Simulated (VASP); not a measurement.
OSZICAR of a VASP run on PbF₂ (fluorite):

### OSZICAR
```
       N       E                     dE             d eps       ncg     rms          rms(c)
DAV:   1     0.309421450835E+03    0.30942E+03   -0.15125E+04   576   0.176E+03
DAV:   2     0.181000143971E+02   -0.29132E+03   -0.28146E+03   624   0.461E+02
DAV:   3    -0.890042473856E+01   -0.27000E+02   -0.26786E+02   702   0.154E+02
DAV:   4    -0.965658075562E+01   -0.75616E+00   -0.75522E+00   626   0.270E+01
DAV:   5    -0.967878381235E+01   -0.22203E-01   -0.22202E-01   612   0.473E+00    0.846E+00
DAV:   6    -0.753076406227E+01    0.21480E+01   -0.11495E+01   742   0.283E+01    0.271E+00
DAV:   7    -0.751639175757E+01    0.14372E-01   -0.49741E-01   584   0.486E+00    0.154E+00
DAV:   8    -0.750022598720E+01    0.16166E-01   -0.11305E-01   584   0.418E+00    0.498E-01
DAV:   9    -0.749722072028E+01    0.30053E-02   -0.18913E-02   668   0.111E+00    0.969E-02
DAV:  10    -0.749767475126E+01   -0.45403E-03   -0.77060E-04   582   0.276E-01    0.221E-02
DAV:  11    -0.749766855725E+01    0.61940E-05   -0.53068E-05   670   0.639E-02    0.643E-03
DAV:  12    -0.749766903930E+01   -0.48205E-06   -0.33769E-06   580   0.147E-02
   1 F= -.74976690E+01 E0= -.74976690E+01  d E =-.749767E+01
```

### Question
Which electronic solver shows in the log?

### Answer
It is blocked Davidson (ALGO = Normal, or the opening steps of other solvers). The INCAR had ALGO = Normal.

### Question
Can the final energy be trusted as converged?

### Answer
The run converged. It stopped with EDIFF = 1E-6, NELM = 100, NSW = 60 and EDIFFG = -0.02 after 1 ionic step (optB88-vdW, plane waves, VASP's PBE PAW potentials (set 64)).

The compound is PbF2 in the fluorite structure, the β form. It was relaxed first. The start is the result of an earlier pass.
